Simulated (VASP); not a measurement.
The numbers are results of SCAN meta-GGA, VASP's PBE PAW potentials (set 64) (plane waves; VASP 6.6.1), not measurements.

A VASP calculation is set up with these files.

### KPOINTS
```
Regular mesh
0
Gamma
6 6 5
0 0 0
```

### INCAR
```
! general
SYSTEM   =  Se
PREC     =  Accurate
ENCUT    =  520
LREAL    =  .FALSE.
LASPH    =  .TRUE.

! electronic loop
EDIFF    =  1E-7
NELM     =  100
ALGO     =  Normal
LMAXMIX  =  4
LMIXTAU  =  .TRUE.

! smearing
ISMEAR   =  0
SIGMA    =  0.05

! functional
METAGGA  =  SCAN

! ions
IBRION   =  2
NSW      =  30
ISIF     =  4
EDIFFG   =  -0.01

! output
LWAVE    =  .FALSE.
LCHARG   =  .FALSE.
```

### POSCAR
```
Se
1.0
  2.1824623453  -3.7801356534   0.0000000000
  2.1824623453   3.7801356534   0.0000000000
  0.0000000000   0.0000000000   4.9673228631
Se
3
Cart
  0.4836194234   0.8376534098   3.3115502312
  3.3976858437  -0.0000000000   0.0000000000
  0.4836194234  -0.8376534098   1.6557726319
```

POTCAR, in this order: Se (PBE.64 set). Program: vasp_std.

**Question.** Estimate the energy per atom (σ→0).

**Answer.** 
```json
{
  "energy per atom (σ→0)": "-20.082 eV/atom"
}
```

OSZICAR:
```
...
DAV:   4    -0.602466878647E+02   -0.11290E-04   -0.10493E-04   712   0.156E-01    0.567E-03
DAV:   5    -0.602467081879E+02   -0.20323E-04   -0.15685E-04   702   0.190E-01    0.520E-03
DAV:   6    -0.602466777834E+02    0.30404E-04   -0.63360E-05   702   0.114E-01    0.206E-03
DAV:   7    -0.602466786926E+02   -0.90915E-06   -0.27030E-06   792   0.211E-02    0.650E-04
DAV:   8    -0.602466788428E+02   -0.15022E-06   -0.71259E-07   727   0.123E-02    0.347E-04
DAV:   9    -0.602466786191E+02    0.22366E-06   -0.33447E-07   712   0.899E-03    0.120E-04
DAV:  10    -0.602466786838E+02   -0.64616E-07   -0.64515E-08   366   0.394E-03
   7 F= -.60246679E+02 E0= -.60246679E+02  d E =-.259185E-03
```

The compound is Se in the trig structure. This cell is one point of a volume scan, at 0.97 of the reference volume. Symmetry was kept, so distortions that lower it aren't found.
